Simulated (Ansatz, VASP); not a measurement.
## GeTe4PbAu2 in two plane-wave programs

Wanted: the spread between two codes on one cell, functional and k mesh. The cell is invented: As first built, before any earlier steps moved the atoms (in the runner's words): it takes the ZnCu2GeTe4 structure with some of its atoms replaced by other elements, volume scaled by an estimate. It may not be a known or stable phase. The cell is taken from a series of VASP runs on this material, whose earlier steps may have relaxed, scaled or displaced it; both programs get it as it stands.

Program: Ansatz 0.2.0. Level of theory: plane waves, with VASP 6.6.1 beside it; single point at PBE and single point at PBEsol. Results are calculated unless marked as measured.

### 1. The starting structure

The structure is tetragonal, space group I-42m (No. 121). Conventional cell: a = 6.749 Å, b = 6.749 Å, c = 12.247 Å, α = 90.00°, β = 90.00°, γ = 90.00°. Pb has 4 Te at 3.17 Å nearest. Au has 4 Te at 2.77 Å nearest. Te has 1 Ge at 2.68 Å and 2 Au at 2.77 Å and 1 Pb at 3.17 Å nearest. Nearest to Ge lie 4 Te at 2.68 Å. As first built, before any earlier steps moved the atoms (in the runner's words): sites of the ZnCu2GeTe4 structure (space group 121) filled with other elements, volume scaled by an estimate. Farther neighbours and most contacts between anions are not listed.

### 2. VASP: single point, PBE

A single point gives forces, pressure and levels at one fixed geometry, so differences don't come from the geometry; what else differs is listed under the comparison.

Lines of VASP's logs that name or quote its potential files are left out, and so is its time.

INCAR

```
SYSTEM = GeTe4PbAu2
PREC = Accurate
ENCUT = 410
EDIFF = 1E-06
NELM = 100
ISMEAR = -1
SIGMA = 0.05
LREAL = .FALSE.
ALGO = Normal
GGA = PE
LORBIT = 11
LWAVE = .FALSE.
LCHARG = .FALSE.
KPAR = 4
ISIF = 2
```

POSCAR

```
GeTe4PbAu2
1.0
   -3.3744208144      3.3744208144      6.1232661712
    3.3744208144     -3.3744208144      6.1232661712
    3.3744208144      3.3744208144     -6.1232661712
Pb Au Te Ge
1 2 4 1
Direct
    0.0000000000      0.0000000000      0.0000000000
    0.7500000000      0.2500000000      0.5000000000
    0.2500000000      0.7500000000      0.5000000000
    0.4193194759      0.4193194759      0.5630877432
    0.5806805241      0.1437682673      0.0000000000
    0.1437682673      0.5806805241      0.0000000000
    0.8562317327      0.8562317327      0.4369122568
    0.5000000000      0.5000000000      0.0000000000
```

KPOINTS

```
Automatic mesh
0
Gamma
5 5 5
0 0 0
```

The projector-augmented-wave data sets are Pb_d, Au, Te and Ge_d (PBE family, release 64).

Command:

```
$ mpirun -np 4 vasp_std
```

Numbers of over 12 decimals in the logs are rounded to 6 here.

The program printed:

```text
[banner, memory and clock lines left out]
running    4 mpi-ranks, on    1 nodes
 distrk:  each k-point on    1 cores,    4 groups
 distr:  one band on    1 cores,    1 groups

 POSCAR found type information on POSCAR PbAuTeGe
 POSCAR found :  4 types and       8 ions
 LDA part: xc-table for (Slater+PW92), standard interpolation
 POSCAR, INCAR and KPOINTS ok, starting setup
 FFT: planning ... GRIDC
 FFT: planning ... GRID_SOFT
 FFT: planning ... GRID
 WAVECAR not read
 entering main loop
       N       E                     dE             d eps       ncg     rms          rms(c)
DAV:   1     0.588083765093E+03    0.58808E+03   -0.27993E+04  1936   0.169E+03
DAV:   2     0.518169205019E+02   -0.53627E+03   -0.52034E+03  1704   0.489E+02
DAV:   3    -0.238757865263E+02   -0.75693E+02   -0.73987E+02  1960   0.148E+02
DAV:   4    -0.280895959454E+02   -0.42138E+01   -0.41847E+01  1888   0.397E+01
DAV:   5    -0.282873435186E+02   -0.19775E+00   -0.19755E+00  2360   0.867E+00    0.132E+01
DAV:   6    -0.276672920414E+02    0.62005E+00   -0.31479E+00  1820   0.115E+01    0.972E+00
DAV:   7    -0.276512856529E+02    0.16006E-01   -0.51071E-01  2012   0.346E+00    0.434E+00
DAV:   8    -0.276486579631E+02    0.26277E-02   -0.56693E-02  2120   0.115E+00    0.991E-01
DAV:   9    -0.276490074880E+02   -0.34952E-03   -0.15655E-02  2024   0.918E-01    0.247E-01
DAV:  10    -0.276495495956E+02   -0.54211E-03   -0.16029E-03  1916   0.203E-01    0.122E-01
DAV:  11    -0.276497593234E+02   -0.20973E-03   -0.52828E-04  1832   0.151E-01    0.357E-02
DAV:  12    -0.276498104749E+02   -0.51152E-04   -0.99959E-05  1752   0.651E-02    0.240E-02
DAV:  13    -0.276498247668E+02   -0.14292E-04   -0.25141E-05  1612   0.231E-02    0.569E-03
DAV:  14    -0.276498255475E+02   -0.78065E-06   -0.16896E-06  1396   0.717E-03
   1 F= -.27649826E+02 E0= -.27640784E+02  d E =-.180834E-01
```

Parts of OUTCAR (step 2):

```text
ion  position               nearest neighbor table
   1  0.000  0.000  0.000-   5 3.17   6 3.17   4 3.17   7 3.17
   2  0.750  0.250  0.500-   7 2.77   6 2.77   5 2.77   4 2.77
   3  0.250  0.750  0.500-   7 2.77   5 2.77   6 2.77   4 2.77
   4  0.419  0.419  0.563-   8 2.68   3 2.77   2 2.77   1 3.17
   5  0.581  0.144  0.000-   8 2.68   2 2.77   3 2.77   1 3.17
   6  0.144  0.581  0.000-   8 2.68   3 2.77   2 2.77   1 3.17
   7  0.856  0.856  0.437-   8 2.68   3 2.77   2 2.77   1 3.17
   8  0.500  0.500  0.000-   4 2.68   5 2.68   6 2.68   7 2.68

  LATTYP: Found a body centered tetragonal cell.
 ALAT       =     6.7488416288
 C/A-ratio  =     1.8146124944

 Subroutine GETGRP returns: Found  8 space group operations
 (whereof  8 operations were pure point group operations)

The static configuration has the point symmetry D_2d.

 Found     18 irreducible k-points:

   k-points           NKPTS =     18   k-points in BZ     NKDIM =     18   number of bands    NBANDS=     44

   dimension x,y,z NGX =    54 NGY =   54 NGZ =   54
   dimension x,y,z NGXF=   108 NGYF=  108 NGZF=  108

   ENCUT  =  410.0 eV  30.13 Ry    5.49 a.u.  12.82 12.82 12.82*2*pi/ulx,y,z

   NELECT =      74.0000    total number of electrons

 k-points in reciprocal lattice and weights: Automatic mesh
   0.00000000  0.00000000  0.00000000       0.008
   0.20000000  0.00000000 -0.00000000       0.064
   0.40000000  0.00000000 -0.00000000       0.064
   0.20000000  0.20000000 -0.00000000       0.064
   0.40000000  0.20000000 -0.00000000       0.128
  -0.40000000  0.20000000 -0.00000000       0.128
  -0.20000000  0.20000000  0.00000000       0.032
   0.40000000  0.40000000 -0.00000000       0.064
  -0.40000000  0.40000000  0.00000000       0.032
[...]
-0.40000000  0.40000000  0.40000000       0.032
  -0.40000000 -0.40000000  0.40000000       0.016

 average (electrostatic) potential at core
       1 -93.4272       2 -68.8692       3 -68.8692       4 -90.3670       5 -90.3670
       6 -90.3670       7 -90.3670       8 -75.6222

 E-fermi :   4.3298

 k-point     1 :       0.0000    0.0000    0.0000
  band No.  band energies     occupation
    ...
     33       2.4586      2.00000
     34       2.4732      2.00000
     35       4.1178      1.97162
     36       4.1178      1.97162
     37       4.1348      1.96030
     38       4.4213      0.27659
     39       5.0730      0.00000
     40       6.1774      0.00000
     41       6.5910      0.00000
     42       6.5910      0.00000
    ...

 k-point     2 :       0.2000    0.0000   -0.0000
  band No.  band energies     occupation
    ...
     33       2.2150      2.00000
     34       2.8043      2.00000
     35       3.6345      2.00000
     36       3.9029      1.99961
     37       3.9981      1.99737
     38       4.7848      0.00022
     39       5.3965      0.00000
     40       6.2510      0.00000
     41       6.5125      0.00000
     42       6.7908      0.00000
    ...

 k-point     3 :       0.4000    0.0000   -0.0000
  band No.  band energies     occupation
    ...
     33       2.4156      2.00000
     34       2.8138      2.00000
     35       3.0899      2.00000
     36       3.5418      2.00000
     37       4.2648      1.57207
     38       4.9843      0.00000
     39       6.0113      0.00000
     40       6.2056      0.00000
     41       6.5235      0.00000
     42       6.7153      0.00000
    ...

  Total        0.0381384      0.0381384     -0.0319923      0.0000000      0.0000000      0.0000000
  in kB        0.2190944      0.2190944     -0.1837869      0.0000000      0.0000000      0.0000000
  external PRESSURE =       0.0848006 kB  Pullay stress =       0.0000000 kB

  energy-cutoff  :      410.00
  volume of cell :      278.90
      direct lattice vectors                 reciprocal lattice vectors
    -3.374420814  3.374420814  6.123266171     0.000000000  0.148173576  0.081655768
     3.374420814 -3.374420814  6.123266171     0.148173576  0.000000000  0.081655768
     3.374420814  3.374420814 -6.123266171     0.148173576  0.148173576  0.000000000

 POSITION                                       TOTAL-FORCE (eV/Angst)
 -----------------------------------------------------------------------------------
      0.00000      0.00000      0.00000        -0.000000      0.000000      0.000000
      0.00000      3.37442      3.06163        -0.000000      0.000000      0.000000
      3.37442      0.00000      3.06163        -0.000000     -0.000000      0.000000
      1.90010      1.90010      1.68727         0.001990      0.001990      0.006168
     -1.47433      1.47433      4.43599         0.001990     -0.001990     -0.006168
      1.47433     -1.47433      4.43599        -0.001990      0.001990     -0.006168
      1.47433      1.47433      7.81054        -0.001990     -0.001990      0.006168
      0.00000      0.00000      6.12327         0.000000      0.000000      0.000000
 -----------------------------------------------------------------------------------
    total drift:                                0.000001      0.000001     -0.000001

  FREE ENERGIE OF THE ION-ELECTRON SYSTEM (eV)
  ---------------------------------------------------
  free  energy   TOTEN  =       -27.6498255475 eV

  energy  without entropy=      -27.6317421375  energy(sigma->0) =      -27.64078384

 total charge
# of ion       s       p       d       tot
------------------------------------------
    1        1.467   0.589   9.816  11.872
    2        0.547   0.308   8.807   9.662
    3        0.547   0.308   8.807   9.662
    4        1.378   1.925   0.042   3.345
    5        1.378   1.925   0.042   3.345
    6        1.378   1.925   0.042   3.345
    7        1.378   1.925   0.042   3.345
    8        1.181   1.011  10.031  12.222
--------------------------------------------------
tot          9.254   9.916  37.630  56.800

[... 3 further parts left out ...]
```

The run ends at a pressure of 0.01 GPa, with forces up to 0.0068 eV/Å.

### 3. Ansatz: single point, PBE

Ansatz runs on its default PAW (the set named soft_2) files.

The same cell, functional, mesh and smearing now go to Ansatz, which takes its cutoff from its data sets.

input.yaml

```yaml
crystal:
  lattice:
    - [-3.3744208144, 3.3744208144, 6.1232661712]
    - [3.3744208144, -3.3744208144, 6.1232661712]
    - [3.3744208144, 3.3744208144, -6.1232661712]
  atoms:
    - { symbol: Pb, position: [0.0, 0.0, 0.0] }
    - { symbol: Au, position: [0.75, 0.25, 0.5] }
    - { symbol: Au, position: [0.25, 0.75, 0.5] }
    - { symbol: Te, position: [0.4193194759, 0.4193194759, 0.5630877432] }
    - { symbol: Te, position: [0.5806805241, 0.1437682673, 0.0] }
    - { symbol: Te, position: [0.1437682673, 0.5806805241, 0.0] }
    - { symbol: Te, position: [0.8562317327, 0.8562317327, 0.4369122568] }
    - { symbol: Ge, position: [0.5, 0.5, 0.0] }
hamiltonian:
  xc: pbe
  pseudopotentials: { kind: paw }
kpoints:
  mp_grid: { grid: [5, 5, 5] }
scf:
  occupations: { method: fermi_dirac, width: 0.05 }
  n_extra_bands: 6
output:
  forces: true
  stress: true
  eigenvalues: true
```

Command:

```
$ ansatz run input.yaml --threads 4 --pin off --max-ram 9216MiB --backend cpu --events-out ev --progress --plain --runs-dir out
```

The program printed:

```text
scf.n_extra_bands = 6 over 65 filled bands (N_el = 130.0): the run solves 71 bands
Engine: ansatz 0.2.0, aarch64-unknown-linux-gnu
Pseudopotentials: kind: paw
Pseudopotential: Pb, paw, valence charge 14, recommended cutoff 420 eV (normal), Pb.paw.azcp
Pseudopotential: Au, paw, valence charge 19, recommended cutoff 420 eV (normal), Au.paw.azcp
Pseudopotential: Te, paw, valence charge 16, recommended cutoff 420 eV (normal), Te.paw.azcp
Pseudopotential: Ge, paw, valence charge 14, recommended cutoff 420 eV (normal), Ge.paw.azcp
Functional definition: PBE
  parameter kappa = 0.804
  parameter beta = 0.066725
  exchange = pbe_x(kappa = kappa, mu = beta*pi^2/3)
  correlation = pbe_c(beta = beta)
Crystal: 8 atoms, lattice volume = 278.896 Å³
Basis set: ecut = 420 eV, 5445 PW (Γ), exchange–correlation on 108×108×108 points (8 copies of the dense FFT grid, shifted against one another)
Bands: 71, of which v1, the nominal top of the filled ones, is band 65 counted from 1 (64 counted from 0)
Symmetry: 8 space group operations
Space group: I-42m (ITA 121), of the structure as read, at distance tolerance 6.5e-5 Å
k-points: 18 of 125 (time reversal used)
Non-local potential: Pb, projectors of the file, l = 0: 2, l = 1: 2, l = 2: 2, l = 3: 2
Non-local potential: Au, projectors of the file, l = 0: 3, l = 1: 2, l = 2: 2, l = 3: 1
Non-local potential: Te, projectors of the file, l = 0: 2, l = 1: 2, l = 2: 2, l = 3: 2
Non-local potential: Ge, projectors of the file, l = 0: 2, l = 1: 2, l = 2: 3, l = 3: 1
PAW form: soft (Blöchl's): semilocal exchange-correlation on the pseudo side does not see the compensation charge
PAW one-centre angular grid: Pb, 590 points (default); XC on 64 Gauss nodes
PAW one-centre angular grid: Au, 590 points (default); XC on 64 Gauss nodes
PAW one-centre angular grid: Te, 590 points (default); XC on 64 Gauss nodes
PAW one-centre angular grid: Ge, 590 points (default); XC on 64 Gauss nodes
Initial density: superposition of atomic densities (neutral atoms: chi_scale 0, normalization atom), corrected by the library's trained network
Initial wavefunctions: pseudopotential atomic-orbital guess
Functional: x = pbe(κ = 0.804, μ = 0.219515), c = pbe(β = 0.066725)
SCF iter   1: F=—  HF=-70420.412170 eV  |F-HF|=—  |Δ(HF+E_count)|=         —  Δρ=2.80e-3  dr2=2.72e-2  ethr=1.77e-3  ⟨swp⟩=6.0  Hψ=4923  notcnv=0
preconditioner: auto → LDOS  [metal: Δε(μ)=0.022 eV  Ē_g=8.570 eV  σ=0.050 eV  W_gap=0.11  n_scr=60 (ndim 8)  ℏωp=17.8 eV  f_vac=0.150  D(μ)=2.10/eV (n_scr^D=10)  β→1.0]
SCF iter   2: F=—  HF=-70420.414433 eV  |F-HF|=—  |Δ(HF+E_count)|=   2.26e-3  Δρ=1.59e-3  dr2=1.47e-2  ethr=2.09e-5  ⟨swp⟩=3.0  Hψ=3483  notcnv=0  defer=5
SCF iter   3: F=—  HF=-70420.411388 eV  |F-HF|=—  |Δ(HF+E_count)|=   3.05e-3  Δρ=4.40e-4  dr2=9.30e-4  ethr=1.13e-5  ⟨swp⟩=3.0  Hψ=2617  notcnv=0  defer=5
SCF iter   4: F=—  HF=-70420.411258 eV  |F-HF|=—  |Δ(HF+E_count)|=   1.30e-4  Δρ=9.27e-5  dr2=2.83e-5  ethr=7.16e-7  ⟨swp⟩=2.0  Hψ=2302  notcnv=0  defer=5
SCF iter   5: F=—  HF=-70420.411157 eV  |F-HF|=—  |Δ(HF+E_count)|=   1.00e-4  Δρ=3.61e-5  dr2=4.84e-6  ethr=2.18e-8  ⟨swp⟩=2.0  Hψ=2425  notcnv=0  defer=5
SCF iter   6: F=—  HF=-70420.411158 eV  |F-HF|=—  |Δ(HF+E_count)|=   8.49e-8  Δρ=7.75e-6  dr2=1.79e-7  ethr=3.73e-9  ⟨swp⟩=2.0  Hψ=2306  notcnv=0  defer=5
SCF iter   7: F=-70420.411158 eV  HF=-70420.411158 eV  |F-HF|=6.77e-9  |Δ(HF+E_count)|=   2.22e-7  Δρ=2.04e-6  dr2=1.17e-8  ethr=7.69e-11  ⟨swp⟩=7.1  Hψ=5401  notcnv=0
SCF 1 converged in 7 iterations: F = -70420.411158 eV  dr2 = 1.17e-8
  greatest PAW one-centre occupation: 1.000 electrons in one spin orbital (limit 2), on the Au atom at site 2 (counted from 0), in its partial waves of l = 0
SCF converged after 7 iterations
Free energy (F): -70420.411158 eV
Harris-Foulkes:  -70420.411158 eV  (|F-HF|=6.77e-9)
Internal energy: -70420.393115 eV  (E = F + TS)
E sigma→0 (E₀):  -70420.402136 eV
Entropy (-TS):   -0.018043 eV (-2.255 meV/atom)
Fermi energy:    7.758874 eV
--- Per-component energies (eV) ---
  E_band       = -2251.742895
  E_kinetic    = 2327.097529
  E_local      = -16212.284871  (includes V_loc(G=0)·N_el)
  E_nonlocal   = -325.223367
  E_hartree    = 8002.962171
  E_xc         = -1245.924063
  E_vxc        = -1158.729173  (∫ρ·V_xc dr)
  E_paw        = -50487.153213  (= ΣΔE_a)
  E_vpaw       = -2888.529952  (= ΣTr[D̂ρ^β])
  E_aug_tail   = 0.002352  (compensation charges beyond the density's cutoff)
  E_ewald      = -12479.869653
  E_smearing   = -0.018043  (= −TS)
  E_closure    = -0.000000  (closes the sum)
  Σ components = -70420.411158   (vs F -70420.411158, Δ=0.00e0)
--- Forces (eV/Å), atoms counted from 1 ---
  atom   1  Pb    -0.00000000     0.00000000     0.00000000
  atom   2  Au     0.00000000    -0.00000000    -0.00000000
  atom   3  Au     0.00000000     0.00000000    -0.00000000
  atom   4  Te     0.00534032     0.00534032    -0.00574140
  atom   5  Te     0.00534032    -0.00534032     0.00574140
  atom   6  Te    -0.00534032     0.00534032     0.00574140
  atom   7  Te    -0.00534032    -0.00534032    -0.00574140
  atom   8  Ge     0.00000000    -0.00000000     0.00000000
  max |Σ_I F_I| component: 1.30e-17 eV/Å
--- Stress (GPa, compression-positive) ---
        0.122085       0.000000      -0.000000
        0.000000       0.122085      -0.000000
        0.000000      -0.000000       0.060053
  P = ⅓ Tr σ = 0.1014 GPa (1.014 kbar)
--- Band table (eV; the first three rows and the last of 18) ---
  k-point 0: bands = [... 61 lower, 5.9041, 7.5464, 7.5464, 7.5648, 7.8525, 8.5039, 9.6057, 10.0220, ... 2 higher]
  k-point 1: bands = [... 61 lower, 6.4937, 6.9167, 7.2511, 7.3936, 8.1163, 9.0522, 9.9734, 9.9996, ... 2 higher]
  k-point 2: bands = [... 61 lower, 6.5635, 6.6024, 7.0361, 7.2566, 7.8077, 9.0926, 9.6003, 10.1891, ... 2 higher]
  k-point 17: bands = [... 61 lower, 6.2039, 6.3872, 6.8682, 7.4286, 8.6163, 8.7267, 9.2689, 9.4747, ... 2 higher]
```

Run time: 11 s. Hardware: 4 threads of Arm Neoverse V2, shared host; peak memory 0.91 GiB; 40 s of CPU time.

The run ends at a pressure of 0.10 GPa, with forces up to 0.0095 eV/Å.

### 4. Comparison

Known differences besides the potentials themselves: the data sets hold 130 valence electrons in Ansatz (default PAW (the set named soft_2) files) and 74 in VASP; the cutoff is 420 eV in Ansatz and 410 eV in VASP; VASP leaves aspherical gradient terms in its spheres out (LASPH is not set), Ansatz keeps them. Total energies have different zeros and are not compared.

Compared:

```tsv
quantity	Ansatz	VASP	difference
pressure (GPa)	0.10	0.01	+0.09
```

At this near-relaxed geometry the largest component of a force difference is 12 meV/Å. Ansatz's pressure holds a Pulay correction of 0.03 GPa; VASP's holds none.

[end of part 1 of 2]

[Lines on the potential files, build, host, timing and source positions are cut from VASP's logs without a mark.]

[Logs are printed without paths, hosts, clocks, repeated set-up lines and the standing remarks that a program may print on its own settings, such as how far it seeks lower states.]

[Hosts, paths, dates, database ids (printed as entryN), source tags and the programs' standing remarks are cut or masked in the printed files.]
